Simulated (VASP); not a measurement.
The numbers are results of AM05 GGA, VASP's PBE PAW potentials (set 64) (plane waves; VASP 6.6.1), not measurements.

The input files of a VASP run:

INCAR:
```
# general
SYSTEM  = Pt
PREC    = Accurate
ENCUT   = 520   # plane-wave cut-off (eV)
LREAL   = .FALSE.
LASPH   = .TRUE.

# electronic loop
EDIFF   = 1E-7   # SCF stop (eV)
NELM    = 100
ALGO    = Normal
LMAXMIX = 6   # l cut-off of mixed one-centre charges

# smearing
ISMEAR  = 1   # Methfessel-Paxton
SIGMA   = 0.1   # width (eV)

# functional
GGA     = AM

# ions
ISIF    = 2   # forces and stress, cell fixed

# output
LWAVE   = .FALSE.
LCHARG  = .FALSE.
```

### POSCAR
```
Pt
1
    0.0000000000     1.9911746494     1.9911746494
    1.9911746494     0.0000000000     1.9911746494
    1.9911746494     1.9911746494     0.0000000000
Pt
1
Direct
  0.0000000000   0.0000000000   0.0000000000
```

**KPOINTS**
```
Automatic mesh
0
Gamma
16 16 16
0 0 0
```

POTCAR, in this order: Pt (PBE.64 set). Program: vasp_std.

Output of the run:

### OSZICAR
```
       N       E                     dE             d eps       ncg     rms          rms(c)
DAV:   1     0.359908352709E+02    0.35991E+02   -0.55349E+03  2730   0.103E+03
DAV:   2    -0.666753153424E+01   -0.42658E+02   -0.41016E+02  2717   0.183E+02
DAV:   3    -0.705179515479E+01   -0.38426E+00   -0.38182E+00  3115   0.185E+01
DAV:   4    -0.705295122682E+01   -0.11561E-02   -0.11560E-02  2989   0.107E+00
DAV:   5    -0.705295910875E+01   -0.78819E-05   -0.78839E-05  2974   0.792E-02    0.115E+01
DAV:   6    -0.665954669160E+01    0.39341E+00   -0.11157E+00  2665   0.943E+00    0.596E+00
DAV:   7    -0.662080055323E+01    0.38746E-01   -0.15539E-01  2802   0.339E+00    0.249E+00
DAV:   8    -0.661707774224E+01    0.37228E-02   -0.47672E-03  2814   0.699E-01    0.533E-01
DAV:   9    -0.661689885675E+01    0.17889E-03   -0.13682E-04  2796   0.123E-01    0.214E-02
DAV:  10    -0.661690291795E+01   -0.40612E-05   -0.23916E-06  2952   0.123E-02    0.188E-03
DAV:  11    -0.661690306626E+01   -0.14831E-06   -0.82407E-08  2384   0.284E-03    0.170E-03
DAV:  12    -0.661690306760E+01   -0.13362E-08   -0.43416E-09  1350   0.727E-04
   1 F= -.66169031E+01 E0= -.66165688E+01  d E =-.100278E-02
```

### OUTCAR
```
------------------------ aborting loop because EDIFF is reached ----------------------------------------
  FORCE on cell =-STRESS in cart. coord.  units (eV):
  Direction    XX          YY          ZZ          XY          YZ          ZX
  --------------------------------------------------------------------------------------
  Total       -1.4316682     -1.4316682     -1.4316682      0.0000000      0.0000000      0.0000000
  in kB     -145.2763464   -145.2763464   -145.2763464      0.0000000      0.0000000      0.0000000
  external PRESSURE =    -145.2763464 kB  Pullay stress =       0.0000000 kB
  volume of cell :       15.79
      direct lattice vectors                 reciprocal lattice vectors
     0.000000000  1.991174649  1.991174649    -0.251108058  0.251108058  0.251108058
     1.991174649  0.000000000  1.991174649     0.251108058 -0.251108058  0.251108058
     1.991174649  1.991174649  0.000000000     0.251108058  0.251108058 -0.251108058
 POSITION                                       TOTAL-FORCE (eV/Angst)
 -----------------------------------------------------------------------------------
      0.00000      0.00000      0.00000        -0.000000      0.000000     -0.000000
 -----------------------------------------------------------------------------------
    total drift:                                0.000000     -0.000000     -0.000000
  FREE ENERGIE OF THE ION-ELECTRON SYSTEM (eV)
  ---------------------------------------------------
  free  energy   TOTEN  =        -6.6169030676 eV

  energy  without entropy=       -6.6159002924  energy(sigma->0) =       -6.61656881
```
(Selected blocks of OUTCAR.)

The compound is Pt in the fcc structure. This cell is one point of a volume scan, at 1.06 of the reference volume.
